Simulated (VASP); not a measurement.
Given:

```xyz
2
Lattice="0.0000 3.2032 3.2032 3.2032 0.0000 3.2032 3.2032 3.2032 0.0000" Properties=species:S:1:pos:R:3 pbc="T T T"
Sn     0.0000     0.0000     0.0000
Te     3.2032     3.2032     3.2032
```

Method: PBE GGA, VASP's PBE PAW potentials (set 64) (plane waves; VASP). Run with 520 eV cut-off, Gaussian smearing of 0.050 eV, potentials Sn_d Te.

Unless said otherwise, spin-orbit coupling is left out, though it shifts the bands of the heavy elements here.

Give the energies of bands 7 to 13 at the high-symmetry points, in eV from the valence-band maximum.

| band | Γ | X | U | L | W |
|---|---|---|---|---|---|
| 7 | -4.86 | -6.43 | -7.25 | -8.08 | -7.21 |
| 8 | -2.01 | -5.23 | -4.85 | -1.68 | -4.52 |
| 9 | -2.01 | -3.50 | -3.03 | -1.68 | -4.52 |
| 10 | -2.01 | -3.50 | -2.59 | 0.00 | -0.81 |
| 11 | 3.25 | 2.37 | 2.92 | 0.05 | 0.85 |
| 12 | 3.25 | 4.69 | 3.00 | 0.44 | 4.59 |
| 13 | 3.25 | 4.69 | 4.22 | 0.44 | 4.59 |

The gap is direct, 0.05 eV, from the valence maximum at L to the conduction minimum at L.

The compound is SnTe in the rock salt structure, which distorts at low temperature. It was relaxed first.
